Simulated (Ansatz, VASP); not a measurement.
# Cross-check of C (Graphite) between VASP and Ansatz, part 2 of 2

Aim: how closely do two programs agree when they are given the same cell, functional and k mesh? The cell is taken from a series of runs on this material, whose earlier steps may have relaxed, scaled, displaced or heated it; both programs get it as it stands.

VASP 6.6.1 and Ansatz 0.2.0.

So far: The structure; VASP: zone-centre phonons, LDA.

### 3. Ansatz: zone-centre phonons, LDA

Level of this step: Ansatz beside VASP: Kohn-Sham DFT, plane waves, LDA (Ansatz).

Ansatz runs on its default PAW (the set named soft_2) files.

The same cell, functional (in two slightly different forms), mesh and smearing now go to Ansatz, which takes its cutoff from its data sets.

Contents of input.yaml:

```yaml
crystal:
  lattice:
    - [2.4449026416, 0.0, 0.0]
    - [-1.2224513208, 2.1173477974, 0.0]
    - [0.0, 0.0, 6.6494068753]
  atoms:
    - { symbol: C, position: [0.0, 0.0, 0.75] }
    - { symbol: C, position: [0.0, 0.0, 0.25] }
    - { symbol: C, position: [0.3333333333, 0.6666666667, 0.75] }
    - { symbol: C, position: [0.6666666667, 0.3333333333, 0.25] }
kpoints:
  mp_grid: { grid: [24, 24, 8] }
hamiltonian:
  xc: lda
scf:
  occupations: { method: methfessel_paxton, width: 0.2 }
output:
  eigenvalues: true
phonons:
  method: fd
  supercell: [1, 1, 1]
  amplitude: 0.01
```

Command:

```sh
> ansatz run input.yaml --threads 4 --pin off --max-ram 15360MiB --backend cpu --events-out ev --progress --plain --runs-dir out
```

Numbers of over 12 decimals in the logs are rounded to 6 here.

Output:

```text
Engine: ansatz 0.2.0, aarch64-unknown-linux-gnu
Pseudopotentials: kind: paw
Pseudopotential: C, paw, valence charge 4, recommended cutoff 420 eV (normal), C.paw.azcp
Functional definition: SPW92
  exchange = slater_x
  correlation = pw_c
Crystal: 4 atoms, lattice volume = 34.422 Å³
Basis set: ecut = 420 eV, 653 PW (Γ)
Bands: 12, of which v1, the nominal top of the filled ones, is band 8 counted from 1 (7 counted from 0)
Symmetry: 24 space group operations
k-points: 305 of 4608
Non-local potential: C, projectors of the file, l = 0: 2, l = 1: 2, l = 2: 1
PAW form: soft (Blöchl's): semilocal exchange-correlation on the pseudo side does not see the compensation charge
PAW frozen core: C, regenerated for the run's functional, and the local potential with it (the file was generated under x = pbe(κ = 0.804, μ = 0.219515), c = pbe(β = 0.066725))
PAW one-centre angular grid: C, 110 points (default); XC on 64 Gauss nodes
Initial density: superposition of atomic densities (neutral atoms: chi_scale 0, normalization atom), corrected by the library's trained network
Initial wavefunctions: pseudopotential atomic-orbital guess
Functional: x = slater, c = lda
SCF iter   1: F=—  HF=-971.934310 eV  |F-HF|=—  |Δ(HF+E_count)|=         —  Δρ=5.95e-3  dr2=4.32e-3  ethr=1.77e-3  ⟨swp⟩=4.4  Hψ=19081  notcnv=0
preconditioner: auto → none  [metal: Δε(μ)=0.014 eV  Ē_g=15.744 eV  σ=0.200 eV  W_gap=0.06  n_scr=4 (ndim 8)  ℏωp=25.3 eV  f_vac=0.000  D(μ)=0.06/eV (n_scr^D=0)  sad-step TF]
SCF iter   2: F=—  HF=-971.934044 eV  |F-HF|=—  |Δ(HF+E_count)|=   2.66e-4  S|Δr|=    0.00e0  Δρ=3.36e-3  dr2=1.64e-3  ethr=2.70e-5  ⟨swp⟩=1.6  Hψ=6827  notcnv=0
SCF iter   3: F=—  HF=-971.933765 eV  |F-HF|=—  |Δ(HF+E_count)|=   2.79e-4  S|Δr|=    0.00e0  Δρ=2.02e-4  dr2=7.75e-6  ethr=1.03e-5  ⟨swp⟩=1.0  Hψ=3664  notcnv=0
SCF iter   4: F=—  HF=-971.933769 eV  |F-HF|=—  |Δ(HF+E_count)|=   3.80e-6  S|Δr|=    0.00e0  Δρ=4.62e-5  dr2=2.56e-7  ethr=4.84e-8  ⟨swp⟩=2.2  Hψ=5827  notcnv=0
SCF iter   5: F=—  HF=-971.933768 eV  |F-HF|=—  |Δ(HF+E_count)|=   7.68e-7  S|Δr|=    0.00e0  Δρ=9.19e-6  dr2=2.32e-8  ethr=1.60e-9  ⟨swp⟩=2.2  Hψ=5988  notcnv=0
SCF iter   6: F=-971.933768 eV  HF=-971.933768 eV  |F-HF|=4.15e-10  |Δ(HF+E_count)|=   5.74e-9  S|Δr|=    0.00e0  Δρ=1.77e-6  dr2=7.38e-10  ethr=6.25e-12  ⟨swp⟩=3.9  Hψ=16494  notcnv=0
SCF 1 converged in 6 iterations: F = -971.933768 eV  dr2 = 7.38e-10
  greatest PAW one-centre occupation: 0.671 electrons in one spin orbital (limit 2), on the C atom at site 1 (counted from 0), in its partial waves of l = 0
Symmetry: 2 space group operations
k-points: 1450 of 4608 (time reversal used)
Initial density: handed on by an earlier stage of this run
Initial wavefunctions: those handed on with the density
iter 1 solved again at ethr=4.85e-6 eV; its pass at ethr=3.10e-3 eV (dr2=7.76e-4 eV) is discarded
SCF iter   1: F=—  HF=-971.931302 eV  |F-HF|=—  |Δ(HF+E_count)|=         —  Δρ=2.08e-3  dr2=7.95e-4  ethr=4.85e-6  ⟨swp⟩=2.3  Hψ=137227  notcnv=0
preconditioner: auto → none  [metal: Δε(μ)=0.010 eV  Ē_g=15.744 eV  σ=0.200 eV  W_gap=0.04  n_scr=4 (ndim 8)  ℏωp=25.3 eV  f_vac=0.000  D(μ)=0.06/eV (n_scr^D=0)]
SCF iter   2: F=—  HF=-971.930970 eV  |F-HF|=—  |Δ(HF+E_count)|=   3.33e-4  S|Δr|=    0.00e0  Δρ=7.96e-4  dr2=9.31e-5  ethr=4.85e-6  ⟨swp⟩=2.3  Hψ=25891  notcnv=0
SCF iter   3: F=—  HF=-971.930934 eV  |F-HF|=—  |Δ(HF+E_count)|=   3.54e-5  S|Δr|=    0.00e0  Δρ=9.28e-5  dr2=7.95e-7  ethr=5.82e-7  ⟨swp⟩=2.6  Hψ=29857  notcnv=0
[...]
SCF 2 converged in 5 iterations: F = -971.930934 eV  dr2 = 5.25e-11
Symmetry: 6 space group operations
k-points: 449 of 4608 (time reversal used)
[...]
preconditioner: auto → none  [metal: Δε(μ)=0.014 eV  Ē_g=15.745 eV  σ=0.200 eV  W_gap=0.06  n_scr=4 (ndim 8)  ℏωp=25.3 eV  f_vac=0.000  D(μ)=0.06/eV (n_scr^D=0)]
[...]
SCF 3 converged in 6 iterations: F = -971.932895 eV  dr2 = 8.67e-11
  greatest PAW one-centre occupation: 0.671 electrons in one spin orbital (limit 2), on the C atom at site 0 (counted from 0), in its partial waves of l = 0
[...]
SCF 4 converged in 4 iterations: F = -971.932895 eV  dr2 = 3.80e-11
[...]
preconditioner: auto → none  [metal: Δε(μ)=0.003 eV  Ē_g=15.744 eV  σ=0.200 eV  W_gap=0.01  n_scr=4 (ndim 8)  ℏωp=25.3 eV  f_vac=0.000  D(μ)=0.06/eV (n_scr^D=0)]
[...]
SCF 5 converged in 5 iterations: F = -971.930935 eV  dr2 = 4.35e-11
[...]
preconditioner: auto → none  [metal: Δε(μ)=0.009 eV  Ē_g=15.745 eV  σ=0.200 eV  W_gap=0.04  n_scr=4 (ndim 8)  ℏωp=25.3 eV  f_vac=0.000  D(μ)=0.06/eV (n_scr^D=0)]
SCF iter   2: F=—  HF=-971.932913 eV  |F-HF|=—  |Δ(HF+E_count)|=   1.71e-4  S|Δr|=    0.00e0  Δρ=6.28e-4  dr2=1.04e-4  ethr=3.77e-6  ⟨swp⟩=2.2  Hψ=7326  notcnv=0
SCF iter   3: F=—  HF=-971.932893 eV  |F-HF|=—  |Δ(HF+E_count)|=   1.95e-5  S|Δr|=    0.00e0  Δρ=3.37e-4  dr2=2.27e-5  ethr=6.52e-7  ⟨swp⟩=2.1  Hψ=7242  notcnv=0
SCF iter   4: F=—  HF=-971.932889 eV  |F-HF|=—  |Δ(HF+E_count)|=   4.79e-6  S|Δr|=    0.00e0  Δρ=9.07e-5  dr2=7.83e-7  ethr=1.42e-7  ⟨swp⟩=2.1  Hψ=7153  notcnv=0
SCF iter   5: F=—  HF=-971.932888 eV  |F-HF|=—  |Δ(HF+E_count)|=   1.27e-7  S|Δr|=    0.00e0  Δρ=1.43e-5  dr2=1.98e-8  ethr=4.90e-9  ⟨swp⟩=2.1  Hψ=6675  notcnv=0
SCF iter   6: F=-971.932888 eV  HF=-971.932888 eV  |F-HF|=3.64e-12  |Δ(HF+E_count)|=   5.00e-9  S|Δr|=    0.00e0  Δρ=8.26e-7  dr2=8.33e-11  ethr=1.00e-12  ⟨swp⟩=4.2  Hψ=25332  notcnv=0
SCF 6 converged in 6 iterations: F = -971.932888 eV  dr2 = 8.33e-11
iter 1 solved again at ethr=5.48e-9 eV; its pass at ethr=3.10e-3 eV (dr2=8.77e-7 eV) is discarded
SCF iter   1: F=—  HF=-971.932889 eV  |F-HF|=—  |Δ(HF+E_count)|=         —  Δρ=8.28e-5  dr2=6.68e-7  ethr=5.48e-9  ⟨swp⟩=3.0  Hψ=42222  notcnv=0
preconditioner: auto → none  [metal: Δε(μ)=0.004 eV  Ē_g=15.745 eV  σ=0.200 eV  W_gap=0.02  n_scr=4 (ndim 8)  ℏωp=25.3 eV  f_vac=0.000  D(μ)=0.06/eV (n_scr^D=0)]
SCF iter   2: F=—  HF=-971.932889 eV  |F-HF|=—  |Δ(HF+E_count)|=   1.68e-7  S|Δr|=    0.00e0  Δρ=3.79e-5  dr2=1.04e-7  ethr=4.18e-9  ⟨swp⟩=2.0  Hψ=8471  notcnv=0
SCF iter   3: F=—  HF=-971.932889 eV  |F-HF|=—  |Δ(HF+E_count)|=   1.39e-8  S|Δr|=    0.00e0  Δρ=4.47e-6  dr2=1.09e-9  ethr=6.52e-10  ⟨swp⟩=2.1  Hψ=8953  notcnv=0
SCF iter   4: F=-971.932889 eV  HF=-971.932889 eV  |F-HF|=1.75e-11  |Δ(HF+E_count)|=  2.99e-10  S|Δr|=    0.00e0  Δρ=5.32e-7  dr2=4.24e-11  ethr=1.00e-12  ⟨swp⟩=5.0  Hψ=20103  notcnv=0
SCF 7 converged in 4 iterations: F = -971.932889 eV  dr2 = 4.24e-11
SCF converged after 6 iterations
Stability not checked: this state was not tested for a lower state beside it, because cold or Methfessel-Paxton smearing, or corrected tetrahedra, fill the levels in a way that the test cannot read (fill_not_monotonic; see scf.lower_state_search)
Free energy (F): -971.933768 eV
Harris-Foulkes:  -971.933768 eV  (|F-HF|=4.15e-10)
Internal energy: -971.933555 eV  (E = F + TS)
E sigma→0 (E₀):  -971.933715 eV
Entropy (-TS):   -0.000214 eV (-0.053 meV/atom)
Fermi energy:    6.959431 eV
--- Per-component energies (eV) ---
  E_band       = -34.418275
  E_kinetic    = 366.151122
  E_local      = -611.451187  (includes V_loc(G=0)·N_el)
  E_nonlocal   = 114.294358
  E_hartree    = 182.368873
  E_xc         = -190.718419
  E_vxc        = -237.143404  (∫ρ·V_xc dr)
  E_paw        = -367.850916  (= ΣΔE_a)
  E_vpaw       = -31.007064  (= ΣTr[D̂ρ^β])
  E_aug_tail   = 0.000037  (compensation charges beyond the density's cutoff)
  E_ewald      = -464.978752
  E_core_change = 0.251330  (= ΣΔE_core)
  E_smearing   = -0.000214  (= −TS)
  E_closure    = 0.000000  (closes the sum)
  Σ components = -971.933768   (vs F -971.933768, Δ=0.00e0)
--- Forces (eV/Å), atoms counted from 1 ---
  atom   1  C      0.00000000    -0.00000000     0.00000000
  atom   2  C      0.00000000     0.00000000     0.00000000
  atom   3  C      0.00000000     0.00000000     0.00000000
  atom   4  C      0.00000000    -0.00000000     0.00000000
  max |Σ_I F_I| component: 2.96e-16 eV/Å
--- Band table (eV; the first three rows and the last of 305) ---
  k-point 0: bands = [... 4 lower, 3.9879, 3.9879, 4.0071, 4.0071, 10.8669, 15.4383, 15.4383, 15.4946]
  k-point 1: bands = [... 4 lower, 3.9887, 3.9887, 4.0063, 4.0063, 11.0685, 15.4404, 15.4404, 15.4913]
  k-point 2: bands = [... 4 lower, 3.9909, 3.9909, 4.0044, 4.0044, 11.6427, 15.4464, 15.4464, 15.4850]
  k-point 304: bands = [... 4 lower, -3.7678, -3.7678, 6.9614, 6.9614, 6.9852, 6.9852, 16.8417, 16.8417]
--- Phonons: 6 displaced members + reference (amplitude 0.01 Å, Σ member SCF iterations 30) ---
  symmetry images taken by loose's conditions (phonons.symmetry_images: auto; settled by the asymmetry read); asymmetry of the core-correction force 4.7e-8 eV/Å at the most on a site, 1.9e-7 eV/Å summed over every site of the supercell
  ASR residual: 8.320e-4 → 0.000e0 eV/Å²; symmetrization residual: 3.363e-4 eV/Å²
  largest component of a force at the reference: 2.2e-16 eV/Å
  ASR residual per site (eV/Å²): 5.45e-4 5.45e-4 8.32e-4 8.32e-4
  Γ frequencies (cm⁻¹): 0.00 0.00 0.00 41.85 41.85 109.84 884.99 890.21 1599.68 1599.68 1604.11 1604.11
  density of states and harmonic sums: on the 29×29×10 q-mesh, interpolated from the force constants of a 1×1×1 supercell (no non-analytic term)
  largest difference from the sums on the solved wave vectors: F 4.72e-1 eV, S 4.19e-4 and C_V 2.48e-4 eV/K
  zero-point energy: 0.678633 eV/cell   skipped modes (ω ≤ 0): 3   left out of the sums: 2.97e-5 of the cell's modes: C_V's classical limit lies that fraction below 3 k_B per atom; for a crystal, a wire or a layer, F and S can be off by more, and a phonons.interpolated_qmesh denser along its periods is the remedy for the sampling
```

### 4. Side by side

Known differences besides the potentials themselves: the two LDA forms differ slightly; the cutoff is 420 eV in Ansatz and 600 eV in VASP; VASP's log shows a relativistic correction to its local exchange, Ansatz's none. Total energies have different zeros and are not compared.

The two programs side by side:

| quantity | Ansatz | VASP | difference |
| --- | --- | --- | --- |
| optical mode 1 to 2 (cm⁻¹) | 41.9 | 42.8 | -0.9 |
| optical mode 3 (cm⁻¹) | 109.8 | 111.7 | -1.65 % |
| optical mode 4 (cm⁻¹) | 885.0 | 882.5 | +0.28 % |
| optical mode 5 (cm⁻¹) | 890.2 | 887.8 | +0.27 % |
| optical mode 6 to 7 (cm⁻¹) | 1599.7 | 1599.6 | +0.00 % |
| optical mode 8 to 9 (cm⁻¹) | 1604.1 | 1603.4 | +0.05 % |

Modes are paired by rising frequency, not by their patterns, so a pair may set unlike modes beside each other; they are those without the splitting of longitudinal modes.

### 5. What came out

| Item | Value |
| --- | --- |
| r.m.s. difference of the optical zone-centre modes, each program's sorted by frequency (zone-centre phonons, LDA) | 1.4 cm⁻¹ |
| difference in optical mode 3 (zone-centre phonons, LDA) | -1.7 % |

The r.m.s. difference of the optical zone-centre modes, each program's sorted by frequency is 1.4 cm⁻¹ (zone-centre phonons, LDA). Among the rows given in per cent, the largest difference of the zone-centre phonons, LDA pair is in optical mode 3, -1.7 %. How closely two codes agree says nothing of how well the functional describes the real material.

[Lines on the potential files, build, host, timing and source positions are cut from VASP's logs without a mark.]

[Logs are printed without paths, hosts, clocks, repeated set-up lines and the standing remarks that a program may print on its own settings, such as how far it seeks lower states.]

[Hosts, paths, dates, database ids (printed as entryN), source tags and the programs' standing remarks are cut or masked in the printed files.]
